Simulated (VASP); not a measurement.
A VASP calculation is set up with these files.

**KPOINTS**
```
Automatic mesh
0
Gamma
6 1 5
0 0 0
```

INCAR:
```
SYSTEM = P
PREC = Accurate
ENCUT = 400
EDIFF = 1E-6
NELM = 100
ALGO = Normal
LREAL = .FALSE.
LASPH = .TRUE.
ISMEAR = 0
SIGMA = 0.05
GGA = PE
LWAVE = .FALSE.
LCHARG = .TRUE.
```

POSCAR:
```
P
1
    3.3078442261     0.0000000000     0.0000000000
    0.0000000000    35.0754577479     0.0000000000
    0.0000000000     0.0000000000     4.6113944896
P
4
Direct
  0.0000000000   0.9700496311   0.5888503695
  0.0000000000   0.0299503689   0.4111496305
  0.5000000000   0.0299503689   0.0888503695
  0.5000000000   0.9700496311   0.9111496305
```

POTCAR, in this order: P (PBE.64 set). Program: vasp_std.

Problem. Write an equivalent input for Quantum ESPRESSO's pw.x.

Solution. One equivalent input (not run):
```
&CONTROL
  calculation = 'scf'
  pseudo_dir = './pseudo'
  outdir = './out'
  tprnfor = .true.
  tstress = .true.
/
&SYSTEM
  ibrav = 0
  nat = 4
  ntyp = 1
  ecutwfc = 44
  occupations = 'smearing'
  smearing = 'gaussian'
  degauss = 0.003675
  input_dft = 'pbe'
/
&ELECTRONS
  conv_thr = 7.3e-08
  electron_maxstep = 100
/
ATOMIC_SPECIES
  P 30.974 P.upf
CELL_PARAMETERS angstrom
     3.3078442    0.0000000    0.0000000
     0.0000000   35.0754577    0.0000000
     0.0000000    0.0000000    4.6113945
ATOMIC_POSITIONS crystal
  P    0.0000000  0.9700496  0.5888504
  P    0.0000000  0.0299504  0.4111496
  P    0.5000000  0.0299504  0.0888504
  P    0.5000000  0.9700496  0.9111496
K_POINTS automatic
  6 1 5 0 0 0
```
Limits of the translation: the potentials are each code's own (VASP's PAW set, PseudoDojo norm-conserving files in pw.x), so ENCUT and ecutwfc are chosen apart and not converted; conv_thr bounds pw.x's estimated SCF error, while EDIFF bounds the energy change between steps.

The cell is a sheet with vacuum, built from a database entry that may be metastable or hypothetical.
